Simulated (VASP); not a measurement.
The system is AlCo.

```
Al Co
1.0
     2.81940    0.00000    0.00000
     0.00000    2.81940    0.00000
     0.00000    0.00000    2.81940
Al Co
1 1
Cartesian
  0.0000 0.0000 0.0000
  1.4097 1.4097 1.4097
```

The cell is a database's computed one.

* Program: VASP 6.6.1
* Task: relaxation of cell and atoms
* Functional: LDA
* Potentials or basis: VASP PAW LDA potentials, release 64 (Al, Co)
* Cutoff: 600 eV
* k mesh: 14 × 14 × 14
* Occupations: methfessel-paxton, width 0.1 eV
* Spin: no spin polarisation

At the start: pressure -5.2 GPa; volume 11.21 Å³/atom.

Problem. Where does the relaxation end?

Solution. Over 3 steps the energy falls by 4.8 meV/atom and the volume is 10.92 Å³/atom (-2.6 %); space group Pm-3m (No. 221, to 0.05 Å).

Step by step:
```
step  energy change (eV)  largest force (eV/Å)  pressure (GPa)  volume (Å³)
   1              0.0000                0.0000           -5.15        22.41
   2              0.0005                0.0000            5.83        21.26
   3             -0.0096                0.0000           -0.05        21.83
```

Final structure:
```
Al Co
1.0
     2.79495    0.00000    0.00000
     0.00000    2.79495    0.00000
     0.00000    0.00000    2.79495
Al Co
1 1
Cartesian
  0.0000 0.0000 0.0000
  1.3975 1.3975 1.3975
```
